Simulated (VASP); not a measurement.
Given:

```
CELL_PARAMETERS angstrom
      3.20856     0.00000     0.00000
      0.00000     3.20856     0.00000
      0.00000     0.00000     3.20856
ATOMIC_POSITIONS crystal
  Nb 0.00000 0.00000 0.00000
  As 0.50000 0.50000 0.50000
```

All values below come from r2SCAN meta-GGA, VASP's PBE PAW potentials (set 64) (plane waves; VASP). Run with 400 eV cut-off, 13×13×13 Γ-centred mesh, tetrahedra with Blöchl corrections, potentials Nb_sv As.

Give the energies of bands 6 to 12 at the high-symmetry points, in eV from the Fermi level.

| band | Γ | X | M | R |
|---|---|---|---|---|
| 6 | -3.20 | -7.87 | -4.88 | -6.57 |
| 7 | -3.20 | -2.44 | -4.88 | -6.57 |
| 8 | 0.09 | -2.44 | -2.74 | -6.57 |
| 9 | 0.09 | -2.27 | -0.08 | 3.41 |
| 10 | 0.09 | 2.02 | -0.08 | 3.41 |
| 11 | 1.70 | 3.12 | 1.99 | 3.62 |
| 12 | 1.70 | 6.03 | 2.12 | 3.62 |

It has no gap at this level: it comes out as a metal or semimetal.

The structure was generated: NbAs was put into the CsCl type (Pm-3m), which need not be its known phase. It was relaxed first.
